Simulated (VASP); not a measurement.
These are revPBE GGA, VASP's PBE PAW potentials (set 64) (plane waves; VASP) values and carry that method's errors.

VASP ran on this input.

### KPOINTS
```
Automatic mesh
0
G
  7 7 11
0 0 0
```

### POSCAR
```
MnO2
1.0
  4.4575661082   0.0000000000   0.0000000000
  0.0000000000   4.4575661082   0.0000000000
  0.0000000000   0.0000000000   2.8973631472
Mn O
2 4
Cartesian
  0.0000000000   0.0000000000   0.0000000000
  2.2287830541   2.2287830541   1.4486815736
  1.3592462806   1.3592462806   0.0000000000
  3.5880293347   0.8695367735   1.4486815736
  0.8695367735   3.5880293347   1.4486815736
  3.0983198276   3.0983198276   0.0000000000
```

INCAR:
```
SYSTEM = MnO2
PREC = Accurate; ENCUT = 520; LREAL = F
LASPH = T
EDIFF = 1E-7; NELM = 100; ALGO = Normal
LMAXMIX = 4
ISMEAR = 1; SIGMA = 0.1
GGA = RE
MAGMOM = 2.6 -2.6 -0.0 2*0.0 -0.0
ISPIN = 2
IBRION = 2; NSW = 30; ISIF = 4
EDIFFG = -0.01
LWAVE = F; LCHARG = F; LORBIT = 10
```

POTCAR, in this order: Mn_pv O (PBE.64 set). Program: vasp_std.

**Question.** Estimate the energy per atom (σ→0), cell moment, band gap (on the k-mesh).

**Answer.** 
```json
{
  "energy per atom (σ→0)": "-7.618 eV/atom",
  "cell_moment": "0.00 μB",
  "band gap (on the k-mesh)": "none (metal, semimetal or under 0.01 eV)"
}
```

OSZICAR:
```
...
       N       E                     dE             d eps       ncg     rms          rms(c)
DAV:   1    -0.457069033213E+02   -0.17036E-03   -0.12054E-02  7200   0.860E-01    0.999E-02
DAV:   2    -0.457068201773E+02    0.83144E-04   -0.30329E-04  7998   0.194E-01    0.676E-02
DAV:   3    -0.457068056953E+02    0.14482E-04   -0.15336E-04  9834   0.163E-01    0.505E-02
DAV:   4    -0.457067856166E+02    0.20079E-04   -0.56244E-05  9758   0.925E-02    0.184E-02
DAV:   5    -0.457067857215E+02   -0.10487E-06   -0.52304E-06  7880   0.235E-02    0.817E-03
DAV:   6    -0.457067857139E+02    0.75261E-08   -0.53860E-07  7360   0.647E-03
   2 F= -.45706786E+02 E0= -.45706880E+02  d E =-.527927E-04  mag=    -0.0000
```

The compound is MnO2 in the rutile structure. This run relaxes it. Symmetry was kept, so distortions that lower it aren't found.
